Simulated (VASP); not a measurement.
Level of theory: PBE GGA with D4 dispersion, VASP's PBE PAW potentials (set 64) (plane waves; VASP 6.6.1).

VASP input:

KPOINTS:
```
Automatic mesh
0
gamma
12 12 12
```

INCAR:
```
NELM  =  100
SIGMA  =  0.1
ALGO  =  Normal   # blocked Davidson
ISMEAR  =  1
LMAXMIX  =  4   # l cut-off of mixed one-centre charges
LREAL  =  .False.   # projection in real space or not
EDIFF  =  1E-6   # SCF stop (eV)
EDIFFG  =  -0.01   # ionic stop
GGA  =  PE   # PBE
IVDW  =  13
ENCUT  =  520
LASPH  =  .True.   # aspherical one-centre terms
IBRION  =  2
LCHARG  =  .False.
LWAVE  =  .False.
PREC  =  Accurate
SYSTEM  =  Sn
NSW  =  60   # most ionic steps
ISIF  =  3
```

POSCAR:
```
Sn
1
   -2.9150000000     2.9150000000     1.5900000000
    2.9150000000    -2.9150000000     1.5900000000
    2.9150000000     2.9150000000    -1.5900000000
Sn
2
Direct
  0.2500000000   0.7500000000   0.5000000000
  0.0000000000   0.0000000000   0.0000000000
```

POTCAR, in this order: Sn_d (PBE.64 set). Program: vasp_std.

Output

**OSZICAR**
```
       N       E                     dE             d eps       ncg     rms          rms(c)
DAV:   1     0.202501175995E+03    0.20250E+03   -0.15021E+04  5888   0.243E+03
DAV:   2     0.103925540236E+02   -0.19211E+03   -0.18987E+03  5872   0.451E+02
DAV:   3    -0.706321443995E+01   -0.17456E+02   -0.17244E+02  6652   0.139E+02
DAV:   4    -0.759130962709E+01   -0.52810E+00   -0.52633E+00  6712   0.264E+01
DAV:   5    -0.761134844584E+01   -0.20039E-01   -0.20037E-01  7938   0.472E+00    0.241E+00
DAV:   6    -0.759477670450E+01    0.16572E-01   -0.34807E-02  7598   0.293E+00    0.135E+00
DAV:   7    -0.759049983429E+01    0.42769E-02   -0.21583E-02  7620   0.227E+00    0.168E-01
DAV:   8    -0.759042592884E+01    0.73905E-04   -0.20080E-03  6864   0.666E-01    0.361E-02
DAV:   9    -0.759043464867E+01   -0.87198E-05   -0.58965E-05  7526   0.810E-02    0.139E-02
DAV:  10    -0.759043273251E+01    0.19162E-05   -0.74930E-06  7084   0.403E-02    0.201E-03
DAV:  11    -0.759043274772E+01   -0.15216E-07   -0.28268E-07  3198   0.775E-03
   1 F= -.84480399E+01 E0= -.84478880E+01  d E =-.844804E+01
       N       E                     dE             d eps       ncg     rms          rms(c)
DAV:   1    -0.760195390751E+01   -0.11521E-01   -0.17842E-01  6442   0.689E+00    0.464E-01
DAV:   2    -0.759614317492E+01    0.58107E-02   -0.11562E-02  7542   0.188E+00    0.222E-01
DAV:   3    -0.759449989636E+01    0.16433E-02   -0.48124E-03  7582   0.116E+00    0.379E-02
DAV:   4    -0.759442958851E+01    0.70308E-04   -0.36654E-04  6710   0.256E-01    0.113E-02
DAV:   5    -0.759442406382E+01    0.55247E-05   -0.16455E-05  7706   0.510E-02    0.496E-03
DAV:   6    -0.759442298216E+01    0.10817E-05   -0.15869E-06  3232   0.159E-02    0.653E-04
DAV:   7    -0.759442288052E+01    0.10164E-06   -0.17456E-07  3038   0.587E-03
   2 F= -.84483079E+01 E0= -.84481416E+01  d E =-.268016E-03
       N       E                     dE             d eps       ncg     rms          rms(c)
DAV:   1    -0.759434833020E+01    0.74652E-04   -0.79378E-05  6364   0.144E-01    0.974E-03
DAV:   2    -0.759434539113E+01    0.29391E-05   -0.51210E-06  5716   0.396E-02    0.466E-03
DAV:   3    -0.759434474976E+01    0.64137E-06   -0.18372E-06  3126   0.243E-02
   3 F= -.84483079E+01 E0= -.84481420E+01  d E =-.268051E-03
       N       E                     dE             d eps       ncg     rms          rms(c)
DAV:   1    -0.759410284546E+01    0.24255E-03   -0.58980E-03  6916   0.101E+00    0.792E-02
DAV:   2    -0.759393005986E+01    0.17279E-03   -0.35048E-04  7330   0.329E-01    0.424E-02
DAV:   3    -0.759386784796E+01    0.62212E-04   -0.17491E-04  7532   0.217E-01    0.802E-03
DAV:   4    -0.759386956869E+01   -0.17207E-05   -0.21599E-05  6464   0.628E-02    0.297E-03
DAV:   5    -0.759386965906E+01   -0.90363E-07   -0.57181E-07  3094   0.141E-02
   4 F= -.84483338E+01 E0= -.84481645E+01  d E =-.258921E-04
```

**OUTCAR**
```
------------------------ aborting loop because EDIFF is reached ----------------------------------------
  Edisp (eV):   -0.85446
  FORCE on cell =-STRESS in cart. coord.  units (eV):
  Direction    XX          YY          ZZ          XY          YZ          ZX
  --------------------------------------------------------------------------------------
  Total       0.00028     0.00028    -0.01819     0.00000     0.00000     0.00000
  in kB       0.00833     0.00833    -0.53707     0.00000     0.00000     0.00000
  external pressure =       -0.17 kB  Pullay stress =        0.00 kB
  volume of cell :       54.25
      direct lattice vectors                 reciprocal lattice vectors
    -2.922297654  2.922297654  1.588274025     0.000000000  0.171098245  0.314807138
     2.922297654 -2.922297654  1.588274025     0.171098245  0.000000000  0.314807138
     2.922297654  2.922297654 -1.588274025     0.171098245  0.171098245  0.000000000
 POSITION                                       TOTAL-FORCE (eV/Angst)
 -----------------------------------------------------------------------------------
      2.92230      0.00000      0.79414         0.000000     -0.000000      0.000000
      0.00000      5.84460      0.00000        -0.000000      0.000000     -0.000000
 -----------------------------------------------------------------------------------
    total drift:                                0.000000      0.000000     -0.000000
  FREE ENERGIE OF THE ION-ELECTRON SYSTEM (eV)
  ---------------------------------------------------
  free  energy   TOTEN  =        -8.4483338260 eV

  energy  without entropy=       -8.4478257408  energy(sigma->0) =       -8.44816446

 reached required accuracy - stopping structural energy minimisation
```
(Selected blocks of OUTCAR.)

**CONTCAR**
```
Sn
   1.00000000000000
    -2.9222976535562277    2.9222976535562277    1.5882740246069773
     2.9222976535562277   -2.9222976535562277    1.5882740246069773
     2.9222976535562277    2.9222976535562277   -1.5882740246069773
  Sn
     2
Direct
     0.2500000000000000    0.7500000000000000    0.5000000000000000
     1.0000000000000000    0.0000000000000000    1.0000000000000000
```

The compound is Sn in the beta structure. This run relaxes it. Symmetry was kept, so distortions that lower it aren't found.
